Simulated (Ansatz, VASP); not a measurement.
# Cross-check of HfN between VASP and Ansatz

One calculation is typed for both programs; each brings its own data sets. How far apart do they land? The cell is taken from a series of runs on this material, whose earlier steps may have relaxed, scaled, displaced or heated it; both programs get it as it stands.

Main program and level: Ansatz 0.2.0; plane waves, with VASP 6.6.1 beside it; zone-centre phonons at PBEsol.

## Step 1: The starting structure

Symmetry: Fm-3m, No. 225, cubic system. The conventional cell has a = 4.561 Å, b = 4.561 Å, c = 4.561 Å, α = 90.00°, β = 90.00°, γ = 90.00°. Nearest to N lie 6 Hf at 2.28 Å. Nearest to Hf lie 6 N at 2.28 Å. Farther neighbours and most contacts between anions are not listed.

## Step 2: VASP: zone-centre phonons, PBEsol, pair 1

Second derivatives magnify differences that forces hide, and they need a tight electronic threshold.

Lines of VASP's logs that name or quote its potential files are left out, and so is its time.

INCAR

```
SYSTEM = HfN
PREC = Accurate
ENCUT = 600
EDIFF = 1E-08
NELM = 120
ISMEAR = 1
SIGMA = 0.2
LREAL = .FALSE.
ALGO = Normal
GGA = PS
NBANDS = 13
LASPH = .TRUE.
LORBIT = 11
LWAVE = .FALSE.
LCHARG = .FALSE.
ISIF = 2
IBRION = 8
GGA_COMPAT = .FALSE.
KPAR = 2
```

POSCAR

```
HfN
1.0
    0.0000000000      2.2804338703      2.2804338703
    2.2804338703      0.0000000000      2.2804338703
    2.2804338703      2.2804338703      0.0000000000
N Hf
1 1
Direct
    0.5000000000      0.5000000000      0.5000000000
    0.0000000000      0.0000000000      0.0000000000
```

KPOINTS

```
Automatic mesh
0
Gamma
16 16 16
0 0 0
```

PAW data sets: N and Hf_pv (PBE family, release 64).

The run is started by

```
mpirun -np 2 vasp_std
```

Numbers of over 12 decimals in the logs are rounded to 6 here.

The log of the run:

```text
[banner, memory and clock lines left out]
running    2 mpi-ranks, on    1 nodes
 distrk:  each k-point on    1 cores,    2 groups
 distr:  one band on    1 cores,    1 groups

 POSCAR found type information on POSCAR N Hf
 POSCAR found :  2 types and       2 ions
|                                                                             |
|               ----> ADVICE to this user running VASP <----                  |
|                                                                             |
|     You enforced a specific xc type in the INCAR file but a different       |
|     [... a line on the potential file left out ...]
|     I HOPE YOU KNOW WHAT YOU ARE DOING!                                     |
|                                                                             |

 LDA part: xc-table for (Slater+PW92), standard interpolation
 POSCAR, INCAR and KPOINTS ok, starting setup
 FFT: planning ... GRIDC
 FFT: planning ... GRID_SOFT
 FFT: planning ... GRID
 WAVECAR not read
 entering main loop
       N       E                     dE             d eps       ncg     rms          rms(c)
DAV:   1     0.426356734643E+02    0.42636E+02   -0.86305E+03  3770   0.121E+03
DAV:   2    -0.232290939409E+02   -0.65865E+02   -0.61720E+02  4984   0.267E+02
DAV:   3    -0.256725332391E+02   -0.24434E+01   -0.24232E+01  4561   0.436E+01
DAV:   4    -0.256867802827E+02   -0.14247E-01   -0.14243E-01  4280   0.352E+00
DAV:   5    -0.256868945237E+02   -0.11424E-03   -0.11424E-03  4568   0.283E-01    0.475E+01
DAV:   6    -0.230763990312E+02    0.26105E+01   -0.84932E+00  4490   0.230E+01    0.397E+01
DAV:   7    -0.229868727661E+02    0.89526E-01   -0.53182E-01  4136   0.647E+00    0.253E+01
DAV:   8    -0.229625806112E+02    0.24292E-01   -0.14489E-01  4510   0.337E+00    0.616E+00
DAV:   9    -0.229540122372E+02    0.85684E-02   -0.32078E-02  4378   0.142E+00    0.205E+00
DAV:  10    -0.229536495820E+02    0.36266E-03   -0.24765E-03  4549   0.452E-01    0.406E-01
DAV:  11    -0.229535933331E+02    0.56249E-04   -0.16923E-04  4338   0.131E-01    0.471E-02
DAV:  12    -0.229535931646E+02    0.16849E-06   -0.12496E-05  4694   0.309E-02    0.692E-03
DAV:  13    -0.229535929095E+02    0.25511E-06   -0.25480E-07  4523   0.516E-03    0.768E-03
DAV:  14    -0.229535928481E+02    0.61360E-07   -0.41211E-08  4582   0.183E-03    0.591E-03
DAV:  15    -0.229535928720E+02   -0.23862E-07   -0.13395E-08  2804   0.114E-03    0.513E-04
DAV:  16    -0.229535928747E+02   -0.27414E-08   -0.19069E-09  1940   0.501E-04
   1 F= -.22953593E+02 E0= -.22953673E+02  d E =0.239175E-03
 Linear response reoptimize wavefunctions to high precision
DAV:   1    -0.229535928730E+02    0.17187E-08   -0.11584E-10  2180   0.121E-04
DAV:   2    -0.229535928730E+02    0.86402E-11   -0.12725E-11  1915   0.383E-05
 Linear response DOF=           2
 Linear response progress:
  Degree of freedom:   1/  2
       N       E                     dE             d eps       ncg     rms          rms(c)
RMM:   1    -0.231485988543E+00   -0.23149E+00    0.15944E-01 19758   0.293E+00
RMM:   2    -0.229120823702E+00    0.23652E-02   -0.36056E-03 14301   0.450E-01    0.558E-01
RMM:   3    -0.229976150470E+00   -0.85533E-03   -0.49950E-04 13000   0.139E-01    0.311E-01
RMM:   4    -0.231319546272E+00   -0.13434E-02   -0.37037E-04 13002   0.122E-01    0.430E-02
RMM:   5    -0.231271746760E+00    0.47800E-04   -0.13405E-05 15308   0.280E-02    0.172E-02
RMM:   6    -0.231239701576E+00    0.32045E-04   -0.83769E-07 15210   0.537E-03    0.118E-02
RMM:   7    -0.231229714670E+00    0.99869E-05   -0.10154E-07 15254   0.177E-03    0.536E-03
RMM:   8    -0.231230741971E+00   -0.10273E-05   -0.11476E-08 16244   0.515E-04    0.831E-04
RMM:   9    -0.231231377789E+00   -0.63582E-06    0.24927E-09 16244   0.112E-04    0.136E-04
RMM:  10    -0.231231286436E+00    0.91353E-07    0.13107E-08 16651   0.243E-05    0.447E-05
RMM:  11    -0.231231240041E+00    0.46395E-07   -0.10101E-08 15926   0.753E-06    0.117E-05
RMM:  12    -0.231231241589E+00   -0.15482E-08   -0.28413E-09 13277   0.359E-06    0.538E-06
 first order change of Fermi-energy   0.48319E-04
 force on displaced ion       1 direction 1 : -10.343   0.000   0.000
 Linear response progress:
  Degree of freedom:   2/  2
       N       E                     dE             d eps       ncg     rms          rms(c)
RMM:   1    -0.210514862229E+00   -0.21051E+00    0.34461E+00 10498   0.115E+01
RMM:   2    -0.207934010138E+00    0.25809E-02   -0.27212E-02 13875   0.124E+00    0.559E-01
RMM:   3    -0.207358799962E+00    0.57521E-03   -0.70948E-04 16775   0.141E-01    0.299E-01
RMM:   4    -0.206838316209E+00    0.52048E-03   -0.73180E-05 18183   0.588E-02    0.138E-01
RMM:   5    -0.206530493139E+00    0.30782E-03   -0.14230E-05 18859   0.280E-02    0.133E-02
RMM:   6    -0.206541969820E+00   -0.11477E-04   -0.23190E-06 18081   0.102E-02    0.960E-03
RMM:   7    -0.206541214747E+00    0.75507E-06    0.79975E-06 19617   0.224E-03    0.726E-03
RMM:   8    -0.206539482598E+00    0.17321E-05    0.54185E-06 19684   0.738E-04    0.800E-04
RMM:   9    -0.206538989348E+00    0.49325E-06    0.19874E-06 20494   0.262E-04    0.159E-04
RMM:  10    -0.206538959130E+00    0.30218E-07    0.65900E-07 20619   0.999E-05    0.465E-05
RMM:  11    -0.206538953061E+00    0.60687E-08    0.44646E-07 20516   0.468E-05    0.213E-05
RMM:  12    -0.206538927673E+00    0.25388E-07    0.14568E-07 19697   0.248E-05    0.358E-06
RMM:  13    -0.206538925807E+00    0.18664E-08    0.78474E-08 16734   0.135E-05    0.200E-05
 first order change of Fermi-energy   0.16004E-03
 force on displaced ion       2 direction 1 : -10.337   0.000   0.000
 Linear response finished
```

Parts of OUTCAR (step 2):

```text
ion  position               nearest neighbor table
   1  0.500  0.500  0.500-   2 2.28   2 2.28   2 2.28   2 2.28   2 2.28   2 2.28
   2  0.000  0.000  0.000-   1 2.28   1 2.28   1 2.28   1 2.28   1 2.28   1 2.28

  LATTYP: Found a face centered cubic cell.
 ALAT       =     4.5608677406

 Subroutine GETGRP returns: Found 48 space group operations
 (whereof 48 operations were pure point group operations)

The static configuration has the point symmetry O_h .

 Found    145 irreducible k-points:

   k-points           NKPTS =    145   k-points in BZ     NKDIM =    145   number of bands    NBANDS=     13

   dimension x,y,z NGX =    28 NGY =   28 NGZ =   28
   dimension x,y,z NGXF=    56 NGYF=   56 NGZF=   56

   ENCUT  =  600.0 eV  44.10 Ry    6.64 a.u.   6.44  6.44  6.44*2*pi/ulx,y,z

   NELECT =      15.0000    total number of electrons

 k-points in reciprocal lattice and weights: Automatic mesh
   0.00000000  0.00000000  0.00000000       0.000
   0.06250000  0.00000000  0.00000000       0.002
   0.12500000  0.00000000  0.00000000       0.002
   0.18750000  0.00000000  0.00000000       0.002
   0.25000000  0.00000000  0.00000000       0.002
   0.31250000  0.00000000  0.00000000       0.002
   0.37500000  0.00000000  0.00000000       0.002
   0.43750000  0.00000000  0.00000000       0.002
   0.50000000  0.00000000  0.00000000       0.001
[...]
-0.31250000  0.50000000  0.18750000       0.003
  -0.25000000  0.50000000  0.25000000       0.001

 average (electrostatic) potential at core
       1 -61.9203       2 -34.8456

  Total       -1.8499125     -1.8499125     -1.8499125     -0.0000000      0.0000000      0.0000000
  in kB     -124.9623909   -124.9623909   -124.9623909     -0.0000000      0.0000000      0.0000000
  external PRESSURE =    -124.9623909 kB  Pullay stress =       0.0000000 kB

  energy-cutoff  :      600.00
  volume of cell :       23.72
      direct lattice vectors                 reciprocal lattice vectors
     0.000000000  2.280433870  2.280433870    -0.219256522  0.219256522  0.219256522
     2.280433870  0.000000000  2.280433870     0.219256522 -0.219256522  0.219256522
     2.280433870  2.280433870  0.000000000     0.219256522  0.219256522 -0.219256522

 POSITION                                       TOTAL-FORCE (eV/Angst)
 -----------------------------------------------------------------------------------
      2.28043      2.28043      2.28043        -0.000000     -0.000000     -0.000000
      0.00000      0.00000      0.00000         0.000000      0.000000      0.000000
 -----------------------------------------------------------------------------------
    total drift:                                0.000000      0.000000      0.000000

 Eigenvectors and eigenvalues of the dynamical matrix
 ----------------------------------------------------

   1 f  =   13.953642 THz    87.673319 2PiTHz  465.443398 cm-1    57.707601 meV
             X         Y         Z           dx          dy          dz
      2.280434  2.280434  2.280434    -0.000000    0.000000    0.962967
      0.000000  0.000000  0.000000    -0.000000   -0.000000   -0.269621

   2 f  =   13.953642 THz    87.673319 2PiTHz  465.443398 cm-1    57.707601 meV
             X         Y         Z           dx          dy          dz
      2.280434  2.280434  2.280434     0.000000    0.962967   -0.000000
      0.000000  0.000000  0.000000    -0.000000   -0.269621    0.000000

   3 f  =   13.953642 THz    87.673319 2PiTHz  465.443398 cm-1    57.707601 meV
             X         Y         Z           dx          dy          dz
      2.280434  2.280434  2.280434     0.962967    0.000000    0.000000
      0.000000  0.000000  0.000000    -0.269621    0.000000    0.000000

   4 f/i=    0.001091 THz     0.006853 2PiTHz    0.036380 cm-1     0.004510 meV
             X         Y         Z           dx          dy          dz
      2.280434  2.280434  2.280434     0.058990    0.251957    0.075719
      0.000000  0.000000  0.000000     0.210686    0.899878    0.270436

   5 f/i=    0.001091 THz     0.006853 2PiTHz    0.036380 cm-1     0.004510 meV
             X         Y         Z           dx          dy          dz
      2.280434  2.280434  2.280434     0.037314    0.068802   -0.258010
      0.000000  0.000000  0.000000     0.133268    0.245732   -0.921499

   6 f/i=    0.001091 THz     0.006853 2PiTHz    0.036380 cm-1     0.004510 meV
             X         Y         Z           dx          dy          dz
      2.280434  2.280434  2.280434     0.260429   -0.066929    0.019816
      0.000000  0.000000  0.000000     0.930138   -0.239039    0.070773

 ELASTIC MODULI CONTR FROM IONIC RELAXATION (kBar)
 Direction    XX          YY          ZZ          XY          YZ          ZX
 --------------------------------------------------------------------------------
 XX           0.0000      0.0000      0.0000      0.0000      0.0000      0.0000
 YY           0.0000      0.0000      0.0000      0.0000      0.0000      0.0000
 ZZ           0.0000      0.0000      0.0000      0.0000      0.0000      0.0000
 XY           0.0000      0.0000      0.0000      0.0000      0.0000      0.0000
 YZ           0.0000      0.0000      0.0000      0.0000      0.0000      0.0000
 ZX           0.0000      0.0000      0.0000      0.0000      0.0000      0.0000
 --------------------------------------------------------------------------------
```

## Step 3: Ansatz: zone-centre phonons, PBEsol, pair 1

Ansatz runs on its PAW soft_1 files.

The same cell, functional, mesh and smearing now go to Ansatz, which takes its cutoff from its data sets.

input.yaml

```yaml
crystal:
  lattice:
    - [0.0, 2.2804338703, 2.2804338703]
    - [2.2804338703, 0.0, 2.2804338703]
    - [2.2804338703, 2.2804338703, 0.0]
  atoms:
    - { symbol: "N", position: [0.5, 0.5, 0.5] }
    - { symbol: Hf, position: [0.0, 0.0, 0.0] }
kpoints:
  mp_grid: { grid: [16, 16, 16] }
hamiltonian:
  xc: pbesol
  pseudopotentials: { kind: paw, azcp: { folder: soft_1 }, xc_functional: pbe }
scf:
  occupations: { method: methfessel_paxton, width: 0.2 }
output:
  eigenvalues: true
phonons:
  method: dfpt
```

The run is started by

```
ansatz run input.yaml --threads 4 --pin off --max-ram 10240MiB --backend cpu --events-out ev --progress --plain --runs-dir out
```

The log of the run:

```text
Engine: ansatz 0.2.0, x86_64-unknown-linux-gnu
Pseudopotentials: kind: paw
Pseudopotential: N, paw, valence charge 5, recommended cutoff 420 eV (normal), soft_1/N.paw.azcp
Pseudopotential: Hf, paw, valence charge 26, recommended cutoff 420 eV (normal), soft_1/Hf.paw.azcp
Functional definition: PBEsol
  exchange = pbesol_x
  correlation = pbesol_c
Crystal: 2 atoms, lattice volume = 23.718 Å³
Basis set: ecut = 420 eV, 459 PW (Γ), exchange–correlation on 48×48×48 points (8 copies of the dense FFT grid, shifted against one another)
Bands: 20, of which v1, the nominal top of the filled ones, is band 16 counted from 1 (15 counted from 0)
Symmetry: 48 space group operations
k-points: 349 of 4096 (irreducible under 8 space group operations, time reversal used)
Non-local potential: N, projectors of the file, l = 0: 2, l = 1: 2, l = 2: 1
Non-local potential: Hf, projectors of the file, l = 0: 3, l = 1: 2, l = 2: 2, l = 3: 3
PAW form: soft (Blöchl's): semilocal exchange-correlation on the pseudo side does not see the compensation charge
PAW frozen core: N, regenerated for the run's functional, and the local potential with it (the file was generated under x = pbe(κ = 0.804, μ = 0.219515), c = pbe(β = 0.066725))
PAW frozen core: Hf, regenerated for the run's functional, and the local potential with it (the file was generated under x = pbe(κ = 0.804, μ = 0.219515), c = pbe(β = 0.066725))
PAW one-centre angular grid: N, 110 points (default); XC on 64 Gauss nodes
PAW one-centre angular grid: Hf, 590 points (default); XC on 64 Gauss nodes
Initial density: superposition of atomic densities (chi_scale 0.1, normalization cell, long waves kept (reshape's long-wave potential 0.00 eV rms))
Initial wavefunctions: pseudopotential atomic-orbital guess
Functional: x = pbesol(κ = 0.804, μ = 0.123457), c = pbesol(β = 0.046)
SCF iter   1: F=—  HF=-15981.012178 eV  |F-HF|=—  |Δ(HF+E_count)|=         —  Δρ=4.54e-2  dr2=2.22e-1  ethr=3.10e-3  ⟨swp⟩=4.7  Hψ=29455  notcnv=0
preconditioner: auto → Kerker (q_TF=auto, 2.853 Å⁻¹)  [metal: Δε(μ)=0.017 eV  Ē_g=18.926 eV  σ=0.200 eV  W_gap=0.07  n_scr=14 (ndim 8)  ℏωp=41.1 eV  f_vac=0.000  D(μ)=0.57/eV (n_scr^D=0)]
SCF iter   2: F=—  HF=-15981.000782 eV  |F-HF|=—  |Δ(HF+E_count)|=   1.14e-2  S|Δr|=    0.00e0  Δρ=2.80e-2  dr2=7.73e-2  ethr=7.16e-4  ⟨swp⟩=1.3  Hψ=9949  notcnv=0
SCF iter   3: F=—  HF=-15980.993895 eV  |F-HF|=—  |Δ(HF+E_count)|=   6.89e-3  S|Δr|=    0.00e0  Δρ=4.69e-3  dr2=5.74e-3  ethr=2.50e-4  ⟨swp⟩=1.0  Hψ=6916  notcnv=0
SCF iter   4: F=—  HF=-15980.992919 eV  |F-HF|=—  |Δ(HF+E_count)|=   9.76e-4  S|Δr|=    0.00e0  Δρ=1.54e-3  dr2=3.31e-4  ethr=1.85e-5  ⟨swp⟩=2.7  Hψ=11945  notcnv=0
SCF iter   5: F=—  HF=-15980.993077 eV  |F-HF|=—  |Δ(HF+E_count)|=   1.58e-4  S|Δr|=    0.00e0  Δρ=5.53e-4  dr2=5.55e-5  ethr=1.07e-6  ⟨swp⟩=2.8  Hψ=13230  notcnv=0
SCF iter   6: F=—  HF=-15980.992955 eV  |F-HF|=—  |Δ(HF+E_count)|=   1.22e-4  S|Δr|=    0.00e0  Δρ=2.72e-4  dr2=9.18e-6  ethr=1.79e-7  ⟨swp⟩=3.1  Hψ=13858  notcnv=0
SCF iter   7: F=—  HF=-15980.992960 eV  |F-HF|=—  |Δ(HF+E_count)|=   4.57e-6  S|Δr|=    0.00e0  Δρ=4.24e-5  dr2=3.30e-7  ethr=2.96e-8  ⟨swp⟩=2.3  Hψ=9149  notcnv=0
SCF iter   8: F=—  HF=-15980.992960 eV  |F-HF|=—  |Δ(HF+E_count)|=   1.04e-7  S|Δr|=    0.00e0  Δρ=1.46e-5  dr2=4.96e-8  ethr=1.07e-9  ⟨swp⟩=2.7  Hψ=12145  notcnv=0
SCF iter   9: F=—  HF=-15980.992960 eV  |F-HF|=—  |Δ(HF+E_count)|=   3.63e-8  S|Δr|=    0.00e0  Δρ=2.87e-6  dr2=1.67e-9  ethr=1.60e-10  ⟨swp⟩=3.1  Hψ=13464  notcnv=0
SCF iter  10: F=—  HF=-15980.992960 eV  |F-HF|=—  |Δ(HF+E_count)|=   1.07e-9  S|Δr|=    0.00e0  Δρ=7.60e-7  dr2=8.86e-11  ethr=5.39e-12  ⟨swp⟩=2.6  Hψ=13257  notcnv=0
SCF iter  11: F=-15980.992960 eV  HF=-15980.992960 eV  |F-HF|=1.09e-11  |Δ(HF+E_count)|=  2.55e-11  S|Δr|=    0.00e0  Δρ=1.91e-7  dr2=9.81e-12  ethr=1.00e-12  ⟨swp⟩=9.1  Hψ=44112  notcnv=0
SCF 1 converged in 11 iterations: F = -15980.992960 eV  dr2 = 9.81e-12
  greatest PAW one-centre occupation: 0.998 electrons in one spin orbital (limit 2), on the Hf atom at site 1 (counted from 0), in its partial waves of l = 0
DFPT response loops at Γ: preconditioner auto → Kerker (q_TF=auto, 2.853 Å⁻¹) (partly filled bands, converged f_vac=0.000); β = 1.00, the filter's whole step (`scf.mixing.beta` (0.50) is not read by the response loops under this deck's `scf.mixing.preconditioner`; to damp them name `kerker` or `kerker_dos`, under which they read `scf.mixing.beta`, and type it under 1.00, their step now; both keys bind the ground state too); Broyden in place of MSR1
SCF converged after 11 iterations
Stability not checked: this state was not tested for a lower state beside it, because cold or Methfessel-Paxton smearing, or corrected tetrahedra, fill the levels in a way that the test cannot read (fill_not_monotonic; see scf.lower_state_search)
Free energy (F): -15980.992960 eV
Harris-Foulkes:  -15980.992960 eV  (|F-HF|=1.09e-11)
Internal energy: -15980.993117 eV  (E = F + TS)
E sigma→0 (E₀):  -15980.992999 eV
Entropy (-TS):   0.000157 eV (0.078 meV/atom)
Fermi energy:    21.370407 eV
--- Per-component energies (eV) ---
  E_band       = 104.463177
  E_kinetic    = 536.485915
  E_local      = -6031.629318  (includes V_loc(G=0)·N_el)
  E_nonlocal   = 102.544461
  E_hartree    = 2955.368892
  E_xc         = -324.036717
  E_vxc        = -330.508276  (∫ρ·V_xc dr)
  E_paw        = -7700.110613  (= ΣΔE_a)
  E_vpaw       = -83.168285  (= ΣTr[D̂ρ^β])
  E_aug_tail   = 0.000980  (compensation charges beyond the density's cutoff)
  E_ewald      = -5520.895872
  E_core_change = 1.279155  (= ΣΔE_core)
  E_smearing   = 0.000157  (= −TS)
  E_closure    = -0.000000  (closes the sum)
  Σ components = -15980.992960   (vs F -15980.992960, Δ=0.00e0)
--- Band table (eV; the first three rows and the last of 349) ---
  k-point 0: bands = [... 12 lower, 18.4966, 18.4966, 18.4966, 20.9942, 20.9942, 20.9942, 22.8764, 23.2273]
  k-point 1: bands = [... 12 lower, 18.0808, 18.2580, 18.2580, 21.1121, 21.1282, 21.1282, 23.1754, 23.5263]
  k-point 2: bands = [... 12 lower, 17.1669, 17.7089, 17.7089, 21.3062, 21.4770, 21.4770, 23.9268, 24.3005]
  k-point 348: bands = [... 12 lower, 15.3500, 15.9379, 15.9379, 22.4641, 22.4641, 26.6331, 26.6971, 27.2337]
--- Phonons (Γ-DFPT): 2 representative perturbations + reference, on 349 of 4096 k-points (Σ response iterations 7) ---
  k mesh reduced under 8 symmetry operations, with k and −k counted as one. Each operation leaves every solved perturbation unchanged. A smaller set is not used because it would not reduce the number of displacements times k-points to solve
  ASR residual: 1.581e-4 → 0.000e0 eV/Å²; symmetrization residual: 1.095e-6 eV/Å²
  ASR residual per site (eV/Å²): 1.58e-4 2.19e-5
  Γ frequencies (cm⁻¹): 0.00 0.00 0.00 464.59 464.59 464.59
  non-analytic LO–TO correction: not included (Born effective charges unavailable; polar crystals: no LO–TO splitting at Γ)
```

## Step 4: Side by side

Known differences besides the potentials themselves: the data sets hold 31 valence electrons in Ansatz (on its PAW soft_1 files) and 15 in VASP; the cutoff is 420 eV in Ansatz and 600 eV in VASP; Ansatz makes its cores anew for this functional, VASP keeps those of its PBE data sets. Total energies have different zeros and are not compared.

The two programs side by side:

```
                  quantity  Ansatz   VASP  difference
optical mode 1 to 3 (cm⁻¹)   464.6  465.4     -0.18 %
```

Modes are paired by rising frequency, not by their patterns, so a pair may set unlike modes beside each other; they are those without the splitting of longitudinal modes.

(Part 1 of 2 ends here.)

[Lines on the potential files, build, host, timing and source positions are cut from VASP's logs without a mark.]

[Logs are printed without paths, hosts, clocks, repeated set-up lines and the standing remarks that a program may print on its own settings, such as how far it seeks lower states.]

[Hosts, paths, dates, database ids (printed as entryN), source tags and the programs' standing remarks are cut or masked in the printed files.]
